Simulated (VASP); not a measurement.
# MgH2: energy against strain

MgH2 (rutile, P4_2/mnm, 10.155 Å³/atom and stress up to 0.11 GPa in the relaxed cell, c along z) under a strain ε along c (axis z), the other axes held. PBE in VASP (plane waves, PAW), 480 eV, 8×8×10 Γ-centred mesh, Gaussian smearing 0.05 eV; ions are relaxed, or left where forces stay under 0.02 eV/Å, within the symmetry of each cell.

Here s stands for strain and y for E less E0.

| strain (%) | E less E0 (meV/atom) |
|---|---|
| -1.50 | 1.29 |
| 0.00 | 0.00 |
| 0.50 | 0.01 |
| 1.00 | 0.21 |
| 1.50 | 0.62 |
| 3.00 | ? |

The 5 complete rows are fitted with a parabola, y against s. Least squares gives y = 0.008 - 0.2219·s + 0.4213·s². Residuals (row less fit): 0.001, -0.008, 0.008, 0.003, -0.003; standard error 0.008 (degrees of freedom: 2). Twice the quadratic coefficient over the volume, 2 × 0.4213 meV × 10⁴ × 0.1602 / 10.155 Å³, is the elastic constant C33 = 133 ± 1 GPa (± standard error of the fit, which holds the terms cut off).

### Question
Estimate the missing y (s = 3.00); what did the run itself give?

### Answer
y = 0.008 - 0.2219 × 3.0 + 0.4213 × 3.0² = 3.134 meV/atom. The calculation gives 2.97 meV/atom, 0.164 meV/atom below the prediction (5.5 % of the range of y in the table). The row lies outside the fitted rows, so this is an extrapolation. From the scatter of the fitted rows alone, a prediction at this place has a standard error of 0.035 meV/atom, so the miss is 4.7 times that.

A polynomial of degree 3 through the 10 other runs of the series gives 2.96 there, so most of the miss is curvature that the fit leaves out. Rows are the converged runs of the series near zero and its far end, less any whose ions stayed unrelaxed beside relaxed ones; series whose fitted rows scatter by over a few per cent of the range, as at a crossing or softening among them, aren't shown in this form. Most that stay on the fit to the last digits aren't either.
